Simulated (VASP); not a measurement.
Here is the system:

```xyz
2
Lattice="0.0000 2.0974 2.0974 2.0974 0.0000 2.0974 2.0974 2.0974 0.0000" Properties=species:S:1:pos:R:3 pbc="T T T"
Mg     0.0000     0.0000     0.0000
O      2.0974     2.0974     2.0974
```

Calculation: r2SCAN meta-GGA, VASP's PBE PAW potentials (set 64) (plane waves; VASP 6.6.1). Run with 520 eV cut-off, 14×14×14 Γ-centred mesh, Gaussian smearing of 0.010 eV, potentials Mg O.

Task: Predict the energy per atom (σ→0), band gap (on the k-mesh) with the smallest direct gap where there is one.

Result: 
- band gap (on the k-mesh): 5.73 eV
- smallest direct gap (on the k-mesh): 5.73 eV
- energy per atom (σ→0): -8.081 eV/atom

The compound is MgO in the rock salt structure. It was relaxed first.
